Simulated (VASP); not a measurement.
Level of theory: r2SCAN+rVV10, VASP's PBE PAW potentials (set 64) (plane waves; VASP).

VASP ran on this input.

INCAR:
```
ALGO=Normal
BPARAM=11.95
CPARAM=0.0093
EDIFF=1E-7
EDIFFG=-0.01
ENCUT=520
IBRION=2
ISIF=4
ISMEAR=1
ISPIN=2
LASPH=.TRUE.
LCHARG=.FALSE.
LMAXMIX=4
LMIXTAU=.TRUE.
LORBIT=10
LREAL=.FALSE.
LUSE_VDW=.TRUE.
LWAVE=.FALSE.
MAGMOM=2*2.3 4*-0.1
METAGGA=R2SCAN
NELM=100
NSW=30
PREC=Accurate
SIGMA=0.1
SYSTEM=CrO2
```

File POSCAR:
```
CrO2
1.0
  4.3974478506   0.0000000000   0.0000000000
  0.0000000000   4.3974478506   0.0000000000
  0.0000000000   0.0000000000   2.9141443469
Cr O
2 4
Cart
  0.0000000000   0.0000000000   2.9141443469
  2.1987239253   2.1987239253   1.4570721735
  1.3305749378   1.3305749378   0.0000000000
  3.5292988631   0.8681489875   1.4570721735
  0.8681489875   3.5292988631   1.4570721735
  3.0668729128   3.0668729128   2.9141443469
```

File KPOINTS:
```
Automatic mesh
0
Gamma
7 7 10
0 0 0
```

POTCAR, in this order: Cr_pv O (PBE.64 set). Program: vasp_std.

Output

**OSZICAR**
```
       N       E                     dE             d eps       ncg     rms          rms(c)
DAV:   1     0.610006694380E+03    0.61001E+03   -0.27130E+04  7208   0.182E+03
DAV:   2    -0.207222447431E+02   -0.63073E+03   -0.59867E+03  7828   0.542E+02
DAV:   3    -0.934101754574E+02   -0.72688E+02   -0.70814E+02  8694   0.179E+02
DAV:   4    -0.954578618278E+02   -0.20477E+01   -0.19920E+01  8502   0.297E+01
DAV:   5    -0.955199754453E+02   -0.62114E-01   -0.62059E-01  9722   0.496E+00    0.440E+01
DAV:   6    -0.712489906709E+02    0.24271E+02   -0.12873E+02  8254   0.106E+02    0.285E+01
DAV:   7    -0.667130361713E+02    0.45360E+01   -0.54246E+01  8732   0.746E+01    0.169E+01
DAV:   8    -0.655459927010E+02    0.11670E+01   -0.38849E+00  9194   0.182E+01    0.634E+00
DAV:   9    -0.658987969573E+02   -0.35280E+00   -0.19691E+00  9012   0.109E+01    0.568E+00
DAV:  10    -0.658738396565E+02    0.24957E-01   -0.27242E-01  9152   0.379E+00    0.482E+00
DAV:  11    -0.659163986198E+02   -0.42559E-01   -0.37434E-02  9696   0.120E+00    0.559E+00
DAV:  12    -0.658697325117E+02    0.46666E-01   -0.40113E-02  9662   0.152E+00    0.102E+01
DAV:  13    -0.659185183849E+02   -0.48786E-01   -0.53755E-03  8690   0.666E-01    0.103E+01
DAV:  14    -0.659121807974E+02    0.63376E-02   -0.37684E-04 10068   0.186E-01    0.103E+01
DAV:  15    -0.659367738251E+02   -0.24593E-01   -0.29434E-02  9054   0.140E+00    0.103E+01
DAV:  16    -0.659343072825E+02    0.24665E-02   -0.98456E-03  9832   0.821E-01    0.848E+00
DAV:  17    -0.659342199485E+02    0.87334E-04   -0.56987E-04  8250   0.183E-01    0.768E+00
DAV:  18    -0.659339709425E+02    0.24901E-03   -0.33329E-04  9666   0.136E-01    0.644E+00
DAV:  19    -0.659357783496E+02   -0.18074E-02   -0.18810E-03  9950   0.327E-01    0.330E+00
DAV:  20    -0.659358012210E+02   -0.22871E-04   -0.46913E-04  9704   0.115E-01    0.115E+00
DAV:  21    -0.659358355775E+02   -0.34356E-04   -0.19769E-04 10370   0.866E-02    0.168E-01
DAV:  22    -0.659358219136E+02    0.13664E-04   -0.30819E-05  9084   0.327E-02    0.170E-01
DAV:  23    -0.659358268929E+02   -0.49792E-05   -0.31586E-06  9144   0.133E-02    0.571E-02
DAV:  24    -0.659358283776E+02   -0.14847E-05   -0.14905E-06  9386   0.871E-03    0.482E-02
DAV:  25    -0.659358322260E+02   -0.38484E-05   -0.20555E-07  5320   0.387E-03    0.815E-03
DAV:  26    -0.659358333540E+02   -0.11280E-05   -0.59897E-08  4242   0.206E-03    0.219E-03
DAV:  27    -0.659358339782E+02   -0.62420E-06   -0.19927E-08  3996   0.113E-03    0.169E-03
DAV:  28    -0.659358341586E+02   -0.18034E-06   -0.63670E-09  3960   0.605E-04    0.280E-04
DAV:  29    -0.659358341971E+02   -0.38567E-07   -0.36437E-09  3924   0.337E-04
   1 F= -.65935834E+02 E0= -.65936062E+02  d E =-.659358E+02  mag=     4.0000
```

**OUTCAR**
```
------------------------ aborting loop because EDIFF is reached ----------------------------------------
  FORCE on cell =-STRESS in cart. coord.  units (eV):
  Direction    XX          YY          ZZ          XY          YZ          ZX
  --------------------------------------------------------------------------------------
  Total       -0.0049522     -0.0049522     -0.0244599     -0.0000000      0.0000000      0.0000000
  in kB       -0.1407966     -0.1407966     -0.6954279     -0.0000000      0.0000000      0.0000000
  external PRESSURE =      -0.3256737 kB  Pullay stress =       0.0000000 kB
  volume of cell :       56.35
      direct lattice vectors                 reciprocal lattice vectors
     4.397447851  0.000000000  0.000000000     0.227404630  0.000000000  0.000000000
     0.000000000  4.397447851  0.000000000     0.000000000  0.227404630  0.000000000
     0.000000000  0.000000000  2.914144347     0.000000000  0.000000000  0.343153901
 POSITION                                       TOTAL-FORCE (eV/Angst)
 -----------------------------------------------------------------------------------
      0.00000      0.00000      0.00000         0.000000     -0.000000      0.000000
      2.19872      2.19872      1.45707         0.000000     -0.000000      0.000000
      1.33057      1.33057      0.00000         0.004832      0.004832      0.000000
      3.52930      0.86815      1.45707         0.004832     -0.004832      0.000000
      0.86815      3.52930      1.45707        -0.004832      0.004832      0.000000
      3.06687      3.06687      0.00000        -0.004832     -0.004832      0.000000
 -----------------------------------------------------------------------------------
    total drift:                                0.000000      0.000000      0.000000
  FREE ENERGIE OF THE ION-ELECTRON SYSTEM (eV)
  ---------------------------------------------------
  free  energy   TOTEN  =       -65.9358341971 eV

  energy  without entropy=      -65.9365176955  energy(sigma->0) =      -65.93606203

 total charge

# of ion       s       p       d       tot
------------------------------------------
    1        0.656   6.469   3.974  11.100
    2        0.656   6.469   3.974  11.100
    3        1.577   3.496   0.000   5.073
    4        1.577   3.496   0.000   5.073
    5        1.577   3.496   0.000   5.073
    6        1.577   3.496   0.000   5.073
--------------------------------------------------
tot          7.621  26.923   7.948  42.492

 magnetization (x)

# of ion       s       p       d       tot
------------------------------------------
    1        0.167   0.035   2.143   2.346
    2        0.167   0.035   2.143   2.346
    3       -0.003  -0.120   0.000  -0.123
    4       -0.003  -0.120   0.000  -0.123
    5       -0.003  -0.120   0.000  -0.123
    6       -0.003  -0.120   0.000  -0.123
--------------------------------------------------
tot          0.322  -0.408   4.286   4.200

 reached required accuracy - stopping structural energy minimisation
```
(Selected blocks of OUTCAR.)

The compound is CrO2 in the rutile structure. It was relaxed first.
